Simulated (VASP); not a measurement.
# GaB (P4/mmm) in VASP: a series of runs

The runs below take GaB through optical spectrum, density of states, with PBE.

Everything below comes from runs of VASP 6.6.1. Logs are shortened: lines on timing, memory, paths and dates and some standing lists are left out, and cuts for length are marked.

## 1. The crystal as given

It takes space group P4/mmm (No. 123, tetragonal). The conventional cell has a = 2.718 Å, b = 2.718 Å, c = 3.236 Å, α = 90.00°, β = 90.00°, γ = 90.00°. Ga (site symmetry 4/mmm) is surrounded by 8 B at 2.51 Å and 4 Ga at 2.72 Å. B (site symmetry 4/mmm) is surrounded by 8 Ga at 2.51 Å and 4 B at 2.72 Å.

The cell was built by a generator and needn't be a form met in nature.

## 2. Optical spectrum, PBE

INCAR

```
PREC     = Accurate       # precision mode
ENCUT    = 520            # plane-wave cutoff, eV
EDIFF    = 1E-6           # SCF threshold, eV
ISMEAR   = 0              # smearing method
SIGMA    = 0.02           # smearing width, eV
LREAL    = False          # projectors in reciprocal space
LASPH    = True           # aspherical terms in the spheres
NELM     = 60             # most SCF steps
ALGO     = Fast           # electronic algorithm
ISIF     = 2              # what is computed and relaxed
LWAVE    = False          # write WAVECAR
LCHARG   = False          # write CHGCAR
GGA      = PE             # functional
LOPTICS  = True           # frequency-dependent dielectric function
NBANDS   = 56             # bands
NEDOS    = 1000           # points of the DOS
CSHIFT   = 0.1
```

KPOINTS

```
Automatic mesh
0
Gamma
  10 10 8
```

POSCAR

```
GaB
1.0
    2.7182400000      0.0000000000      0.0000000000
    0.0000000000      2.7182400000      0.0000000000
    0.0000000000      0.0000000000      3.2362100000
Ga B
1 1
Direct
    0.5000000000      0.5000000000      0.5000000000
    0.0000000000      0.0000000000      0.0000000000
```

Potentials or basis: VASP PAW PBE potentials, release 64 (Ga_d, B).

Command:

```bash
$ cat potpaw_PBE.64/Ga_d/POTCAR potpaw_PBE.64/B/POTCAR > POTCAR
$ mpirun -np 1 vasp_std > vasp.out
```

OUTCAR:

```text
PREC = Accurate
   ENCUT = 520
   EDIFF = 1E-6
   ISMEAR = 0
   LREAL = False
   LASPH = True
   NELM = 60
   ISIF = 2
   GGA = PE

 ion  position               nearest neighbor table
   1  0.500  0.500  0.500-   2 2.51   2 2.51   2 2.51   2 2.51   2 2.51   2 2.51   2 2.51   2 2.51

   2  0.000  0.000  0.000-   1 2.51   1 2.51   1 2.51   1 2.51   1 2.51   1 2.51   1 2.51   1 2.51

  LATTYP: Found a simple tetragonal cell.
 ALAT       =     2.7182400000
 C/A-ratio  =     1.1905534463

  Lattice vectors:

 A1 = (   2.7182400000,   0.0000000000,   0.0000000000)
 A2 = (   0.0000000000,   2.7182400000,   0.0000000000)
 A3 = (   0.0000000000,   0.0000000000,   3.2362100000)

Analysis of symmetry for initial positions (statically):
=====================================================================
 Subroutine PRICEL returns:
 Original cell was already a primitive cell.

 Routine SETGRP: Setting up the symmetry group for a
 simple tetragonal supercell.

 Subroutine GETGRP returns: Found 16 space group operations
 (whereof 16 operations were pure point group operations)
 out of a pool of 16 trial point group operations.

The static configuration has the point symmetry D_4h.

Analysis of symmetry for dynamics (positions and initial velocities):
=====================================================================
 Subroutine PRICEL returns:
 Original cell was already a primitive cell.

 Routine SETGRP: Setting up the symmetry group for a
 simple tetragonal supercell.

 Subroutine GETGRP returns: Found 16 space group operations
 (whereof 16 operations were pure point group operations)
 out of a pool of 16 trial point group operations.

The dynamic configuration has the point symmetry D_4h.

 Subroutine INISYM returns: Found 16 space group operations
 (whereof 16 operations are pure point group operations),
 and found     1 'primitive' translations

----------------------------------------------------------------------------------------

                                     Primitive cell

  volume of cell :      23.9118

  direct lattice vectors                    reciprocal lattice vectors
     2.718240000  0.000000000  0.000000000     0.367885102  0.000000000  0.000000000
     0.000000000  2.718240000  0.000000000     0.000000000  0.367885102  0.000000000
     0.000000000  0.000000000  3.236210000     0.000000000  0.000000000  0.309003433

  length of vectors
     2.718240000  2.718240000  3.236210000     0.367885102  0.367885102  0.309003433

  position of ions in fractional coordinates (direct lattice)
     0.500000000  0.500000000  0.500000000
     0.000000000  0.000000000  0.000000000

  ion indices of the primitive-cell ions
   primitive index   ion index
                 1           1
                 2           2

----------------------------------------------------------------------------------------

 KPOINTS: Automatic mesh

Automatic generation of k-mesh.
 Grid dimensions read from file:
 generate k-points for:   10   10    8

 Generating k-lattice:
[... 76 lines left out ...]
   EFERMI =   0.00;   METHOD = LEGACY
   ISMEAR =     0;   SIGMA  =   0.02  broadening in eV -4-tet -1-fermi 0-gaus
   EFERMI_NEDOS =   21; number of points for ismear=-14 and -15
   IALGO  =     68    algorithm
   IMIX   =      4    mixing-type and parameters
     AMIX     =   0.40;   BMIX     =  1.00
     AMIX_MAG =   1.60;   BMIX_MAG =  1.00
  volume/ion in A,a.u.               =      11.96        80.68
  Fermi-wavevector in a.u.,A,eV,Ry     =   1.431894  2.705886 27.896285  2.050319
  Thomas-Fermi vector in A             =   2.551580
   LORBIT       =      0    0 simple, 1 ext, 2 COOP (PROOUT), +10 PAW based schemes
   GGA     = PE    functional components
   LHFCALC =     F    Hartree Fock is set to
   AEXX    =    0.0000 exact exchange contribution
   IVDW    =     0    specifies the selected vdW correction
   LEPSILON=     F    determine dielectric tensor
   LRPA    =     F    only Hartree local field effects (RPA)
 non-spin polarized calculation
 RMM-DIIS sequential band-by-band and
 Gauss-broadening in eV      SIGMA  =   0.02
  energy-cutoff  :      520.00
  volume of cell :       23.91
 maximum number of plane-waves:       664
   NGX = 11   NGY = 11   NGZ = 13

 number of electron      16.0000024 magnetization

 Free energy of the ion-electron system (eV)
  ---------------------------------------------------
  ext. energy  EPLUGINS =         0.00000000
  ---------------------------------------------------
  free energy    TOTEN  =        -7.14830690 eV

  energy without entropy =       -7.14825913  energy(sigma->0) =       -7.14828302

 E-fermi :   6.8647     XC(G=0): -11.9002

 val. band max:        6.8440560413   @ k =   0.3000   0.3000   0.5000
 cond. band min:       6.8907642723   @ k =   0.3000   0.3000   0.1250
 fundamental gap:      0.0467082310
 Fermi energy:         6.8646986611

 k-point     1 :       0.0000    0.0000    0.0000
  band No.  band energies     occupation
      1      -8.4168      2.00000
      2      -8.2579      2.00000
      3      -7.9457      2.00000
      4      -7.9457      2.00000
      5      -7.9016      2.00000
      6      -6.4396      2.00000
[... 541 lines left out ...]
     19      32.0892      0.00000
     20      32.1073      0.00000

 [... further k-points ...]

 [bands above 20 left out]

------------------------ aborting loop because EDIFF is reached ----------------------------------------

  FORCE on cell =-STRESS in cart. coord.  units (eV):
  Direction    XX          YY          ZZ          XY          YZ          ZX
  --------------------------------------------------------------------------------------
  -------------------------------------------------------------------------------------
  Total        0.1991619      0.1991619     -0.0976253      0.0000000     -0.0000000      0.0000000
  in kB       13.3445708     13.3445708     -6.5412496      0.0000000     -0.0000000      0.0000000
  external PRESSURE =       6.7159640 kB  Pullay stress =       0.0000000 kB

 VOLUME and BASIS-vectors are now :
 -----------------------------------------------------------------------------
  energy-cutoff  :      520.00
  volume of cell :       23.91
      direct lattice vectors                 reciprocal lattice vectors
     2.718240000  0.000000000  0.000000000     0.367885102  0.000000000  0.000000000
     0.000000000  2.718240000  0.000000000     0.000000000  0.367885102  0.000000000
     0.000000000  0.000000000  3.236210000     0.000000000  0.000000000  0.309003433

 POSITION                                       TOTAL-FORCE (eV/Angst)
 -----------------------------------------------------------------------------------
      1.35912      1.35912      1.61810         0.000000      0.000000      0.000000
      0.00000      0.00000      0.00000         0.000000      0.000000      0.000000
 -----------------------------------------------------------------------------------
    total drift:                               -0.000000      0.000000      0.000000

  FREE ENERGIE OF THE ION-ELECTRON SYSTEM (eV)
  ---------------------------------------------------
  free  energy   TOTEN  =        -7.1483069023 eV

  energy  without entropy=       -7.1482591286  energy(sigma->0) =       -7.14828302

 electrical conductivity sigma (Mega S m-1) (frequency dependency in vasprun.xml)
  --------------------------------------------------------------------------------------
       0.052       0.000       0.000
       0.000       0.052       0.000
       0.000      -0.000       0.163

  frequency dependent IMAGINARY DIELECTRIC FUNCTION (independent particle, no local field effects) density-density
     E(ev)      X         Y         Z        XY        YZ        ZX
  --------------------------------------------------------------------------------------------------------------
     0.00000     0.00000     0.00000     0.00000     0.00000     0.00000     0.00000
     1.20466    62.14535    62.14535     0.00007     0.00000    -0.00000     0.00000
     2.40933     0.11050     0.11050     8.02251     0.00000    -0.00000     0.00000
     3.61399     3.14404     3.14404    58.16557     0.00000     0.00000    -0.00000
     4.81865     2.69835     2.69835     0.63739     0.00000     0.00000    -0.00000
     6.02332     0.14690     0.14690     0.15497     0.00000    -0.00000    -0.00000
[... 92 lines left out ...]
   118.05700     0.00000     0.00000     0.00000     0.00000    -0.00000     0.00000
   119.26166     0.00000     0.00000     0.00000     0.00000    -0.00000     0.00000

  frequency dependent      REAL DIELECTRIC FUNCTION (independent particle, no local field effects) density-density
     E(ev)        X           Y           Z          XY          YZ          ZX
  --------------------------------------------------------------------------------------------------------------
     0.00000   300.92538   300.92538    30.08724    -0.00000    -0.00000     0.00000
     1.20466   -14.69452   -14.69452    57.43571    -0.00000     0.00000    -0.00000
     2.40933   -15.85914   -15.85914    -1.64861    -0.00000     0.00000    -0.00000
     3.61399    -6.23194    -6.23194    -6.99288    -0.00000     0.00000     0.00000
     4.81865    -4.14707    -4.14707    -4.23583    -0.00000     0.00000    -0.00000
     6.02332    -1.86355    -1.86355     0.34675    -0.00000    -0.00000    -0.00000
[... 92 lines left out ...]
   118.05700     0.96833     0.96833     0.96747     0.00000     0.00000    -0.00000
   119.26166     0.96918     0.96918     0.96834     0.00000     0.00000    -0.00000

  frequency dependent IMAGINARY DIELECTRIC FUNCTION (independent particle, no local field effects) current-current
     E(ev)      X         Y         Z        XY        YZ        ZX
  --------------------------------------------------------------------------------------------------------------
     0.00000     0.00000     0.00000     0.00000     0.00000     0.00000     0.00000
     1.20466    65.39170    65.39170     0.00009     0.00000     0.00000    -0.00000
     2.40933     0.10408     0.10408     8.38528     0.00000     0.00000     0.00000
     3.61399     3.14969     3.14969    58.37443     0.00000     0.00000     0.00000
     4.81865     2.70003     2.70003     0.64842     0.00000     0.00000     0.00000
     6.02332     0.14522     0.14522     0.15243     0.00000     0.00000     0.00000
[... 92 lines left out ...]
   118.05700     0.00000     0.00000     0.00000     0.00000     0.00000     0.00000
   119.26166     0.00000     0.00000     0.00000     0.00000     0.00000     0.00000

  frequency dependent      REAL DIELECTRIC FUNCTION (independent particle, no local field effects) current-current
     E(ev)        X           Y           Z          XY          YZ          ZX
  --------------------------------------------------------------------------------------------------------------
     0.00000   226.23270   226.23270    30.01130    -0.00000     0.00000    -0.00000
     1.20466   -17.47887   -17.47887    53.00149    -0.00000    -0.00000     0.00000
     2.40933   -15.04869   -15.04869    -2.39056    -0.00000    -0.00000     0.00000
     3.61399    -5.99693    -5.99693    -8.98501     0.00000     0.00000    -0.00000
     4.81865    -3.98351    -3.98351    -4.28437     0.00000    -0.00000    -0.00000
     6.02332    -1.71276    -1.71276     0.26305     0.00000    -0.00000    -0.00000
[... 92 lines left out ...]
   118.05700     0.96877     0.96877     0.96745    -0.00000    -0.00000    -0.00000
   119.26166     0.96961     0.96961     0.96832    -0.00000    -0.00000    -0.00000
```

Wall time 32 s (1 thread of Intel Xeon 6975P-C (Granite Rapids), shared host); peak memory 0.26 GiB.

Results:

```yaml
Free_energy: -7.1483 eV
Pressure: 0.7 GPa
Band_gap_on_the_k_mesh: none (metal or under the smearing width)
```

Stress tensor (GPa, compression positive):
```
 1.33  0.00  0.00
 0.00  1.33  0.00
 0.00  0.00 -0.65
```

Dielectric function (mean over the directions given):
```
energy (eV)  real part  imaginary part
       0.48       8.26          634.75
       1.08      -0.78            0.00
       1.81     -26.09           12.32
       2.41     -11.12            2.75
       3.13      -1.56            1.24
       3.73      -8.80            6.28
       4.46      -5.29            3.90
       5.18      -3.60            0.03
       5.78      -1.51            1.79
       6.51      -0.80            0.79
       7.11      -2.09            0.73
       7.83      -0.92            0.42
       8.55      -0.73            0.55
       9.16      -0.35            0.19
       9.88      -0.14            0.28
      10.48       0.11            0.33
      11.20       0.14            0.46
      11.81       0.19            0.18
      12.53       0.32            0.09
      13.25       0.37            0.11
      13.85       0.53            0.10
      14.58       0.65            0.13
      15.18       0.73            0.25
      15.90       0.82            0.27
      16.62       0.70            0.62
      17.23       0.61            0.41
      17.95       0.68            0.28
      18.55       0.72            0.26
      19.27       0.70            0.35
      20.00       0.75            0.16
```

Caveat: spectra need much finer meshes, so this one isn't converged; independent-particle spectra lack excitons; the intraband (Drude) part of a metal's response may be missing.

## 3. Density of states, PBE

POSCAR is that of step 2.

INCAR.step1

```
  ALGO = Fast
  EDIFF = 1E-6
  ENCUT = 520
  GGA = PE
  ISIF = 2
  ISMEAR = 0
  LASPH = T
  LCHARG = T
  LREAL = F
  LWAVE = F
  NBANDS = 15
  NELM = 60
  PREC = Accurate
  SIGMA = 0.02
```

KPOINTS.step1

```
k-points
0
Gamma
  10 10 8
```

INCAR.step2

```
  ALGO = Fast
  EDIFF = 1E-6
  ENCUT = 520
  GGA = PE
  ICHARG = 11
  ISIF = 2
  ISMEAR = -5
  LASPH = T
  LCHARG = F
  LORBIT = 11
  LREAL = F
  LWAVE = F
  NBANDS = 15
  NEDOS = 1001
  NELM = 60
  PREC = Accurate
  SIGMA = 0.02
```

KPOINTS.step2

```
k-points
0
Gamma
  15 15 12
```

Potentials or basis: VASP PAW PBE potentials, release 64 (Ga_d, B).

Command:

```bash
$ cat potpaw_PBE.64/Ga_d/POTCAR potpaw_PBE.64/B/POTCAR > POTCAR
$ cp INCAR.step1 INCAR
$ cp KPOINTS.step1 KPOINTS
$ mpirun -np 1 vasp_std > vasp.out
$ cp INCAR.step2 INCAR
$ cp KPOINTS.step2 KPOINTS
$ mpirun -np 1 vasp_std > vasp.out
```

Run time: 26 s. Hardware: 1 thread of Intel Xeon 6975P-C (Granite Rapids), shared host; peak memory 0.2 GiB.

It converged, with:

```
Valence electrons inside the program's atomic spheres : Ga 11.63; B 1.54
```

Levels at points of the mesh, in eV from the Fermi level:
```csv
k point,band 5,band 6,band 7,band 8,band 9,band 10,band 11,band 12
"(0.00, 0.00, 0.00)",-14.82,-13.36,-1.70,1.86,2.66,2.66,9.12,9.54
"(0.00, 0.00, 0.50)",-14.82,-9.97,-9.86,4.30,4.30,7.93,9.58,9.58
```

States per cell in windows of 1 eV (zero at the Fermi level; states under -8 eV left out):
```tsv
from (eV)	total	B2_p	Ga1_p	Ga1_s	B2_s	Ga1_d	B2_d
-8.0	0.42	0.03	0.05	0.07	0.06	0.01	0.00
-7.0	0.46	0.05	0.06	0.07	0.06	0.01	0.00
-6.0	0.56	0.07	0.08	0.07	0.06	0.02	0.00
-5.0	0.55	0.08	0.08	0.06	0.06	0.02	0.00
-4.0	0.55	0.08	0.07	0.06	0.07	0.02	0.00
-3.0	0.62	0.10	0.08	0.07	0.08	0.03	0.00
-2.0	0.68	0.13	0.08	0.08	0.08	0.03	0.00
-1.0	0.74	0.16	0.09	0.08	0.07	0.04	0.00
0.0	0.73	0.19	0.08	0.09	0.05	0.04	0.00
1.0	0.79	0.23	0.09	0.09	0.05	0.04	0.00
2.0	0.86	0.27	0.11	0.08	0.04	0.03	0.00
3.0	0.90	0.30	0.12	0.09	0.04	0.04	0.00
4.0	0.99	0.36	0.12	0.10	0.03	0.04	0.00
5.0	0.56	0.14	0.14	0.05	0.01	0.03	0.00
6.0	0.71	0.14	0.24	0.04	0.03	0.03	0.00
7.0	0.77	0.16	0.28	0.03	0.03	0.04	0.00
```

Caveat: tetrahedron occupations give inexact forces and stress in metals.
